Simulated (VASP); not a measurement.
Input:

```
HfN
1.0
    0.00000     2.25414     2.25414
    2.25414     0.00000     2.25414
    2.25414     2.25414     0.00000
Hf N
1 1
Direct
  0.00000   0.00000   0.00000
  0.50000   0.50000   0.50000
```

The numbers are results of PBE GGA with D4 dispersion, VASP's PBE PAW potentials (set 64) (plane waves; VASP), not measurements. Numerical set-up: 520 eV cut-off, Gaussian smearing of 0.050 eV, potentials Hf_pv N.

Task: Give the energies of bands 5 to 10 at the high-symmetry points, in eV from the Fermi level.

Result: 
| band | Γ | X | U | L | W |
|---|---|---|---|---|---|
| 5 | -3.07 | -5.44 | -6.39 | -8.96 | -6.22 |
| 6 | -3.07 | -3.87 | -5.56 | -6.25 | -5.51 |
| 7 | -3.07 | -3.73 | -5.01 | -6.25 | -5.51 |
| 8 | -0.38 | -3.73 | -0.89 | 3.28 | 1.10 |
| 9 | -0.38 | 4.10 | 3.87 | 3.71 | 1.10 |
| 10 | -0.38 | 5.54 | 4.46 | 3.71 | 5.56 |

It has no gap at this level: it comes out as a metal or semimetal.

The compound is HfN in the rock salt structure. It was relaxed first. The electron count is odd and the run is not spin-polarised, which forces a metal.
